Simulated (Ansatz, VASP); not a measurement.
**MgW in two plane-wave programs**

One calculation is typed for both programs; each brings its own data sets and cutoff. How far apart do they land? The cell is invented: As first built, before any earlier steps moved the atoms (in the runner's words): it takes the MgZr structure with some of its atoms replaced by other elements, volume scaled by an estimate. It may not be a known or stable phase. The cell is taken from a series of VASP runs on this material, whose earlier steps may have relaxed, scaled or displaced it; both programs get it as it stands.

Method: plane waves, with VASP 6.6.1 beside it; relaxation of cell and atoms at LDA, in Ansatz 0.2.0.

### 1. Set-up

It takes space group P-6m2 (No. 187, hexagonal). Conventional cell: a = 2.800 Å, b = 2.800 Å, c = 4.793 Å, α = 90.00°, β = 90.00°, γ = 120.00°. W has 6 W at 2.80 Å and 6 Mg at 2.89 Å nearest. Nearest to Mg lie 6 Mg at 2.80 Å and 6 W at 2.89 Å. As first built, before any earlier steps moved the atoms (in the runner's words): sites of the MgZr structure (space group 187) filled with other elements, volume scaled by an estimate. Farther neighbours are not listed.

Structure file:

```cif
data_structure
_symmetry_space_group_name_H-M 'P-6m2'
_symmetry_Int_Tables_number 187
_cell_length_a 2.8000
_cell_length_b 2.8000
_cell_length_c 4.7929
_cell_angle_alpha 90.000
_cell_angle_beta 90.000
_cell_angle_gamma 120.000
_cell_volume 32.54
loop_
_atom_site_label
_atom_site_type_symbol
_atom_site_symmetry_multiplicity
_atom_site_Wyckoff_symbol
_atom_site_fract_x
_atom_site_fract_y
_atom_site_fract_z
_atom_site_occupancy
W1 W 1 f 0.66667 0.33333 0.50000 1
Mg1 Mg 1 a 0.00000 0.00000 0.00000 1
```

### 2. VASP: relaxation of cell and atoms, LDA

The relaxed volume is the usual yardstick between codes: its relative difference is about their pressure difference at one cell divided by the bulk modulus.

Lines of VASP's logs that name or quote its potential files are left out, and so is its time.

Contents of INCAR:

```
SYSTEM = MgW
PREC = Accurate
ENCUT = 400
EDIFF = 1E-06
NELM = 100
ISMEAR = -1
SIGMA = 0.05
LREAL = .FALSE.
ALGO = Normal
GGA = CA
LORBIT = 11
LWAVE = .FALSE.
LCHARG = .FALSE.
IBRION = 2
NSW = 60
ISIF = 3
EDIFFG = -0.01
```

Contents of POSCAR:

```
MgW
1.0
    2.8000309560     -0.0000000252      0.0000000000
   -1.4000150206      2.4248977699      0.0000000000
    0.0000000000      0.0000000000      4.7928605252
W Mg
1 1
Direct
    0.6666666700      0.3333333300      0.5000000000
    0.0000000000      0.0000000000      0.0000000000
```

Contents of KPOINTS:

```
Automatic mesh
0
Gamma
11 11 6
0 0 0
```

PAW data sets: W and Mg (LDA family, release 64).

The run is started by

```bash
$ mpirun -np 1 vasp_std
```

Numbers of over 12 decimals in the logs are rounded to 6 here.

The log of the run:

```text
[banner, memory and clock lines left out]
running    1 mpi-ranks, on    1 nodes
 distrk:  each k-point on    1 cores,    1 groups
 distr:  one band on    1 cores,    1 groups

 POSCAR found type information on POSCAR W Mg
 POSCAR found :  2 types and       2 ions
 LDA part: xc-table for (Slater(with rela. corr.)+CA(PZ))
 , standard interpolation
 POSCAR, INCAR and KPOINTS ok, starting setup
 FFT: planning ... GRIDC
 FFT: planning ... GRID_SOFT
 FFT: planning ... GRID
 WAVECAR not read
 entering main loop
       N       E                     dE             d eps       ncg     rms          rms(c)
DAV:   1     0.480428201470E+01    0.48043E+01   -0.31571E+03  1072   0.656E+02
DAV:   2    -0.154371750202E+02   -0.20241E+02   -0.19674E+02  1656   0.113E+02
DAV:   3    -0.157697147728E+02   -0.33254E+00   -0.30863E+00  1064   0.152E+01
DAV:   4    -0.157717227105E+02   -0.20079E-02   -0.20076E-02  1528   0.994E-01
DAV:   5    -0.157717258064E+02   -0.30959E-05   -0.30956E-05  1112   0.239E-02    0.166E+01
DAV:   6    -0.151862167796E+02    0.58551E+00   -0.11383E+00  1304   0.645E+00    0.734E+00
DAV:   7    -0.150190029150E+02    0.16721E+00   -0.30678E-01  1144   0.356E+00    0.142E+00
DAV:   8    -0.150103961575E+02    0.86068E-02   -0.16145E-02  1432   0.971E-01    0.198E-01
DAV:   9    -0.150092415921E+02    0.11546E-02   -0.24750E-03  1160   0.273E-01    0.497E-02
DAV:  10    -0.150091973915E+02    0.44201E-04   -0.27938E-04  1304   0.107E-01    0.381E-02
DAV:  11    -0.150091909998E+02    0.63917E-05   -0.43602E-05  1336   0.331E-02    0.326E-03
DAV:  12    -0.150091908082E+02    0.19161E-06   -0.10107E-06   616   0.705E-03
   1 F= -.15009191E+02 E0= -.15001858E+02  d E =-.150092E+02
[...]
2 F= -.15010563E+02 E0= -.15003666E+02  d E =-.137214E-02
[...]
3 F= -.15011146E+02 E0= -.15004054E+02  d E =-.195518E-02
[...]
4 F= -.15011152E+02 E0= -.15004041E+02  d E =-.599796E-05
 trial-energy change:   -0.000006  1 .order   -0.000010   -0.000481    0.000462
 step:   0.4746(harm=  0.4746)  dis= 0.00000  next Energy=   -15.011269 (dE=-0.123E-03)
 bond charge predicted
       N       E                     dE             d eps       ncg     rms          rms(c)
DAV:   1    -0.150114875563E+02   -0.33566E-03   -0.53190E-03  1136   0.552E-01    0.122E-01
DAV:   2    -0.150112751931E+02    0.21236E-03   -0.16104E-03  1216   0.204E-01    0.210E-02
DAV:   3    -0.150112676379E+02    0.75552E-05   -0.44600E-05  1064   0.437E-02    0.157E-02
DAV:   4    -0.150112658240E+02    0.18139E-05   -0.49771E-06  1280   0.140E-02    0.129E-03
DAV:   5    -0.150112658359E+02   -0.11930E-07   -0.22347E-07   536   0.347E-03
   5 F= -.15011266E+02 E0= -.15004163E+02  d E =-.119844E-03
 curvature:  -0.26 expect dE=-0.237E-07 dE for cont linesearch -0.116E-07
 trial: gam= 0.00000 g(F)=  0.195E-46 g(S)=  0.923E-07 ort =-0.503E-05 (trialstep = 0.839E+00)
 search vector abs. value=  0.924E-07
 reached required accuracy - stopping structural energy minimisation
```

OUTCAR, selected parts (step 2):

```text
ion  position               nearest neighbor table
   1  0.667  0.333  0.500-   2 2.89   2 2.89   2 2.89   2 2.89   2 2.89   2 2.89
   2  0.000  0.000  0.000-   1 2.89   1 2.89   1 2.89   1 2.89   1 2.89   1 2.89

  LATTYP: Found a hexagonal cell.
 ALAT       =     2.8000309560
 C/A-ratio  =     1.7117169776

 Subroutine GETGRP returns: Found 12 space group operations
 (whereof 12 operations were pure point group operations)

The static configuration has the point symmetry D_3h.

 Found     64 irreducible k-points:

   k-points           NKPTS =     64   k-points in BZ     NKDIM =     64   number of bands    NBANDS=      8

   dimension x,y,z NGX =    18 NGY =   18 NGZ =   32
   dimension x,y,z NGXF=    36 NGYF=   36 NGZF=   64

   ENCUT  =  400.0 eV  29.40 Ry    5.42 a.u.   4.57  4.57  7.82*2*pi/ulx,y,z

   NELECT =       8.0000    total number of electrons

 k-points in reciprocal lattice and weights: Automatic mesh
   0.00000000  0.00000000  0.00000000       0.001
   0.09090909  0.00000000  0.00000000       0.008
   0.18181818  0.00000000  0.00000000       0.008
   0.27272727  0.00000000  0.00000000       0.008
   0.36363636  0.00000000  0.00000000       0.008
   0.45454545  0.00000000  0.00000000       0.008
   0.09090909  0.09090909  0.00000000       0.008
   0.18181818  0.09090909  0.00000000       0.017
   0.27272727  0.09090909  0.00000000       0.017
[...]
0.27272727  0.27272727  0.50000000       0.008
   0.36363636  0.27272727  0.50000000       0.008

 average (electrostatic) potential at core
       1 -40.0735       2 -35.2506

 E-fermi :   5.4722

 k-point     1 :       0.0000    0.0000    0.0000
  band No.  band energies     occupation
      1      -2.9750      2.00000
      2       0.9909      2.00000
      3       4.3829      2.00000
      4       5.4701      1.02177
      5       5.4701      1.02172
      6       8.4917      0.00000
      7       8.4917      0.00000
      8       9.4167      0.00000

 k-point     2 :       0.0909    0.0000    0.0000
  band No.  band energies     occupation
      1      -2.6980      2.00000
      2       1.2773      2.00000
      3       4.1783      2.00000
      4       5.1564      1.99639
      5       5.7839      0.00391
      6       8.3718      0.00000
      7       8.6160      0.00000
      8       9.5088      0.00000

 k-point     3 :       0.1818    0.0000    0.0000
  band No.  band energies     occupation
      1      -1.9258      2.00000
      2       2.0102      2.00000
      3       3.6712      2.00000
      4       4.5724      2.00000
      5       6.6940      0.00000
      6       8.0655      0.00000
      7       8.9502      0.00000
      8       9.7357      0.00000

  Total       -0.0013067     -0.0013067     -0.0006401     -0.0000000      0.0000000      0.0000000
  in kB       -0.0643609     -0.0643609     -0.0315303     -0.0000000      0.0000000      0.0000000
  external PRESSURE =      -0.0534174 kB  Pullay stress =       0.0000000 kB

  energy-cutoff  :      400.00
  volume of cell :       32.53
      direct lattice vectors                 reciprocal lattice vectors
     2.789956798 -0.000000027  0.000000000     0.358428491  0.206938733  0.000000000
    -1.394977945  2.416173296  0.000000000     0.000000004  0.413877600  0.000000000
    -0.000000000 -0.000000000  4.825308687    -0.000000000 -0.000000000  0.207240627

 POSITION                                       TOTAL-FORCE (eV/Angst)
 -----------------------------------------------------------------------------------
      1.39498      0.80539      2.41265         0.000000     -0.000000      0.000000
      0.00000      0.00000      0.00000        -0.000000      0.000000      0.000000
 -----------------------------------------------------------------------------------
    total drift:                               -0.000000     -0.000000     -0.000000

  FREE ENERGIE OF THE ION-ELECTRON SYSTEM (eV)
  ---------------------------------------------------
  free  energy   TOTEN  =       -15.0112658359 eV

  energy  without entropy=      -14.9970597219  energy(sigma->0) =      -15.00416278

 reached required accuracy - stopping structural energy minimisation

 total charge
# of ion       s       p       d       tot
------------------------------------------
    1        0.684   0.567   4.109   5.360
    2        0.233   0.212   0.036   0.481
--------------------------------------------------
tot          0.917   0.778   4.145   5.841

[... 3 further parts left out ...]
```

### 3. Ansatz: relaxation of cell and atoms, LDA

Ansatz runs on its default PAW (the set named soft_2) files.

The same cell, functional (in two slightly different forms), mesh and smearing now go to Ansatz, which takes its cutoff from its data sets.

Contents of input.yaml:

```yaml
crystal:
  lattice:
    - [2.800030956, -2.52e-08, 0.0]
    - [-1.4000150206, 2.4248977699, 0.0]
    - [0.0, 0.0, 4.7928605252]
  atoms:
    - { symbol: W, position: [0.66666667, 0.33333333, 0.5] }
    - { symbol: Mg, position: [0.0, 0.0, 0.0] }
hamiltonian:
  xc: lda
  pseudopotentials: { kind: paw }
kpoints:
  mp_grid: { grid: [11, 11, 6] }
scf:
  occupations: { method: fermi_dirac, width: 0.05 }
relax:
  f_tol: 0.01
  max_steps: 60
  cell: { stress_tol: 0.05 }
output:
  forces: true
  stress: true
  write_density: true
  write_potential: true
  elf: true
  volumetric_format: npy
```

The run is started by

```bash
$ ansatz run input.yaml --threads 4 --pin off --max-ram 9216MiB --backend cpu --events-out ev --progress --plain --runs-dir out
```

The log of the run:

```text
Warning: the atoms were moved onto the symmetric positions of the space group found under crystal.symmetry.tolerance 1.0e-5 (fractional; no operation is sought that the atoms, as they stand in a round, miss by more than twice it, and no atom is moved by as much as it), and the run uses the moved positions. Before a round's move an operation carried an atom to 1.40e-8 Å from where it should land, the largest such dist [...]
Engine: ansatz 0.2.0, aarch64-unknown-linux-gnu
Pseudopotentials: kind: paw
Pseudopotential: W, paw, valence charge 14, recommended cutoff 420 eV (normal), W.paw.azcp
Pseudopotential: Mg, paw, valence charge 10, recommended cutoff 420 eV (normal), Mg.paw.azcp
Functional definition: SPW92
  exchange = slater_x
  correlation = pw_c
Crystal: 2 atoms, lattice volume = 32.543 Å³
Basis set: ecut = 420 eV, 653 PW (Γ)
Bands: 16, of which v1, the nominal top of the filled ones, is band 12 counted from 1 (11 counted from 0)
Symmetry: 12 space group operations
Space group: P-6m2 (ITA 187), of the structure as read, at distance tolerance 3.2e-5 Å
k-points: 64 of 726 (time reversal used)
Non-local potential: W, projectors of the file, l = 0: 3, l = 1: 2, l = 2: 2, l = 3: 1
Non-local potential: Mg, projectors of the file, l = 0: 3, l = 1: 2, l = 2: 1
PAW form: soft (Blöchl's): semilocal exchange-correlation on the pseudo side does not see the compensation charge
PAW frozen core: W, regenerated for the run's functional, and the local potential with it (the file was generated under x = pbe(κ = 0.804, μ = 0.219515), c = pbe(β = 0.066725))
PAW frozen core: Mg, regenerated for the run's functional, and the local potential with it (the file was generated under x = pbe(κ = 0.804, μ = 0.219515), c = pbe(β = 0.066725))
PAW one-centre angular grid: W, 590 points (default); XC on 64 Gauss nodes
PAW one-centre angular grid: Mg, 110 points (default); XC on 64 Gauss nodes
Initial density: superposition of atomic densities (neutral atoms: chi_scale 0, normalization atom), corrected by the library's trained network
Initial wavefunctions: pseudopotential atomic-orbital guess
Functional: x = slater, c = lda
SCF iter   1: F=—  HF=-12030.438036 eV  |F-HF|=—  |Δ(HF+E_count)|=         —  Δρ=1.40e-2  dr2=1.37e-1  ethr=1.77e-3  ⟨swp⟩=5.0  Hψ=4992  notcnv=0
preconditioner: auto → none  [metal: Δε(μ)=0.047 eV  Ē_g=6.098 eV  σ=0.050 eV  W_gap=0.23  n_scr=8 (ndim 8)  ℏωp=18.4 eV  f_vac=0.000  D(μ)=1.96/eV (n_scr^D=22)  sad-step TF]
SCF iter   2: F=—  HF=-12030.422074 eV  |F-HF|=—  |Δ(HF+E_count)|=   1.60e-2  Δρ=9.43e-3  dr2=8.41e-2  ethr=5.72e-4  ⟨swp⟩=1.2  Hψ=1559  notcnv=0
SCF iter   3: F=—  HF=-12030.403985 eV  |F-HF|=—  |Δ(HF+E_count)|=   1.81e-2  Δρ=1.61e-3  dr2=1.38e-3  ethr=3.50e-4  ⟨swp⟩=2.1  Hψ=1486  notcnv=0
SCF iter   4: F=—  HF=-12030.403611 eV  |F-HF|=—  |Δ(HF+E_count)|=   3.74e-4  Δρ=2.80e-4  dr2=1.95e-5  ethr=5.77e-6  ⟨swp⟩=2.1  Hψ=1518  notcnv=0
SCF iter   5: F=—  HF=-12030.403607 eV  |F-HF|=—  |Δ(HF+E_count)|=   3.68e-6  Δρ=7.00e-5  dr2=1.81e-6  ethr=8.11e-8  ⟨swp⟩=2.0  Hψ=1775  notcnv=0
SCF iter   6: F=-12030.403607 eV  HF=-12030.403607 eV  |F-HF|=5.93e-9  |Δ(HF+E_count)|=   5.17e-7  Δρ=1.05e-5  dr2=2.15e-8  ethr=4.17e-10  ⟨swp⟩=6.9  Hψ=6744  notcnv=0
SCF 1 converged in 6 iterations: F = -12030.403607 eV  dr2 = 2.15e-8
  greatest PAW one-centre occupation: 1.001 electrons in one spin orbital (limit 2), on the Mg atom at site 1 (counted from 0), in its partial waves of l = 1
relax step   1: F+E_penalty+E_count = -12030.40360683 eV  Δ(F+E_penalty+E_count) = +0.000e0 eV  max|allowed force component| = 1.272e-17 eV/Å  Δτ_max = 0.0000 Å  P = +0.689 GPa  Ω = 32.543 Å³  (6 SCF iters, dr2 threshold 1.00e-7 eV, accepted)
[...]
relax step   2: F+E_penalty+E_count = -12030.40345974 eV  Δ(F+E_penalty+E_count) = +1.471e-4 eV  max|allowed force component| = 1.908e-17 eV/Å  Δτ_max = 0.0000 Å  P = -0.829 GPa  Ω = 32.958 Å³  energy of the carried Pulay correction = -5.012e-5 eV  (6 SCF iters, dr2 threshold 2.00e-7 eV, rejected (line search))
[...]
relax step   3: F+E_penalty+E_count = -12030.40565276 eV  Δ(F+E_penalty+E_count) = -2.046e-3 eV  max|allowed force component| = 4.048e-18 eV/Å  Δτ_max = 0.0000 Å  P = +0.021 GPa  Ω = 32.726 Å³  energy of the carried Pulay correction = -2.212e-5 eV  (6 SCF iters, accepted)
[...]
relax step   4: F+E_penalty+E_count = -12030.40567427 eV  Δ(F+E_penalty+E_count) = -2.151e-5 eV  max|allowed force component| = 2.602e-18 eV/Å  Δτ_max = 0.0000 Å  P = +0.021 GPa  Ω = 32.726 Å³  stress off target by 2.34e-2 GPa  SCF on the basis re-selected at this cell (its energy is not comparable with the rows above)  (8 SCF iters)
basis re-selected at this cell: Δ(F+E_penalty+E_count) = -2.151e-5 eV, ΔP = -0.000 GPa vs the last step (what re-selecting the basis moved, of the pressure what is left beyond the Pulay correction that the steps carried, after the strain that the cell walked since its last selection, with what the two solves' SCF thresholds leave and, on support functions, any second-order correction that the steps lacked; it is no m [...]
SCF converged after 8 iterations
Free energy (F): -12030.405674 eV
Harris-Foulkes:  -12030.405674 eV  (|F-HF|=0.00e0)
Internal energy: -12030.391220 eV  (E = F + TS)
E sigma→0 (E₀):  -12030.398447 eV
Entropy (-TS):   -0.014454 eV (-7.227 meV/atom)
Fermi energy:    14.531068 eV
--- Per-component energies (eV) ---
  E_band       = -444.928946
  E_kinetic    = 526.410111
  E_local      = -2173.010157  (includes V_loc(G=0)·N_el)
  E_nonlocal   = 103.892304
  E_hartree    = 765.378376
  E_xc         = -293.747165
  E_vxc        = -276.324122  (∫ρ·V_xc dr)
  E_paw        = -8579.924134  (= ΣΔE_a)
  E_vpaw       = -156.653773  (= ΣTr[D̂ρ^β])
  E_aug_tail   = -0.000062  (compensation charges beyond the density's cutoff)
  E_ewald      = -2379.824126
  E_core_change = 0.433632  (= ΣΔE_core)
  E_smearing   = -0.014454  (= −TS)
  E_closure    = 0.000000  (closes the sum)
  Σ components = -12030.405674   (vs F -12030.405674, Δ=0.00e0)
--- Forces (eV/Å), atoms counted from 1 ---
  atom   1  W      0.00000000    -0.00000000    -0.00000000
  atom   2  Mg    -0.00000000    -0.00000000     0.00000000
  max |Σ_I F_I| component: 6.94e-18 eV/Å
--- Stress (GPa, compression-positive) ---
        0.023382      -0.000000       0.000000
        0.000000       0.023382      -0.000000
        0.000000      -0.000000       0.015705
  P = ⅓ Tr σ = 0.0208 GPa (0.208 kbar)
--- Band table (eV; the first three rows and the last of 64) ---
  k-point 0: bands = [... 8 lower, 6.0812, 10.0614, 13.4480, 14.5310, 14.5310, 17.5466, 17.5466, 18.4512]
  k-point 1: bands = [... 8 lower, 6.2907, 9.8328, 13.0249, 14.5312, 14.5312, 17.5309, 17.5309, 19.1627]
  k-point 2: bands = [... 8 lower, 6.8668, 9.1458, 12.4685, 14.5316, 14.5316, 17.4997, 17.4997, 20.4382]
  k-point 63: bands = [... 8 lower, 11.7364, 12.6396, 12.8608, 13.8452, 14.6250, 15.7388, 19.1238, 21.6852]
--- Relaxed structure (3 steps of the walk, 2 accepted, 1 SCFs on fresh bases) ---
  F+E_penalty+E_count = -12030.40567427 eV   max|allowed force component| = 2.602e-18 eV/Å   (the final SCF, on the basis selected at the relaxed cell)
  cell:  # Å, volume = 32.7262 Å³
    - [2.796144, -2.762959815728178e-7, -3.654053272507546e-19]
    - [-1.398072, 2.421532, 1.8270263235590953e-19]
    - [-6.25470525831326e-19, 0, 4.833315]
  atoms:
    - { symbol: W, position: [0.666667, 0.333333, 0.500000] }
    - { symbol: Mg, position: [-9.251858607474686e-18, -1.850371700815422e-17, 0] }
```

Elapsed: 3.3 s, on 4 threads of Arm Neoverse V2, shared host; peak memory 0.35 GiB.

### 4. Differences

Known differences besides the potentials themselves: the two LDA forms differ slightly; both relaxations stop at a tolerance, which leaves soft axes loose, and VASP keeps its plane-wave basis; the data sets hold 24 valence electrons in Ansatz (default PAW (the set named soft_2) files) and 8 in VASP; the cutoff is 420 eV in Ansatz and 400 eV in VASP; VASP's log shows a relativistic correction to its local exchange, Ansatz's none; Ansatz adds a Pulay correction to the stress that steers its cell, VASP none. Total energies have different zeros and are not compared.

The two programs side by side:

```csv
quantity,Ansatz,VASP,difference
volume (Å³),32.73,32.53,+0.61 %
"edge a after relaxation, in the typed setting (Å)",2.796,2.790,+0.22 %
"edge c after relaxation, in the typed setting (Å)",4.833,4.825,+0.17 %
```

The walks stopped with 0.02 GPa left in Ansatz and -0.01 GPa in VASP; each walk ends within a tolerance, so the volume difference is uncertain by about these residues over the bulk modulus, most in soft cells.

### 5. Results

* difference in volume (relaxation of cell and atoms, LDA): 0.61 %

In words: The difference in volume is 0.61 % (relaxation of cell and atoms, LDA), within the 1.2 % picked in this series as the mark of a large difference, as far as the stopping tolerances let one tell. How closely two codes agree says nothing of how well the functional describes the real material.

[Lines on the potential files, build, host, timing and source positions are cut from VASP's logs without a mark.]

[Logs are printed without paths, hosts, clocks, repeated set-up lines and the standing remarks that a program may print on its own settings, such as how far it seeks lower states.]

[Hosts, paths, dates, database ids (printed as entryN), source tags and the programs' standing remarks are cut or masked in the printed files.]
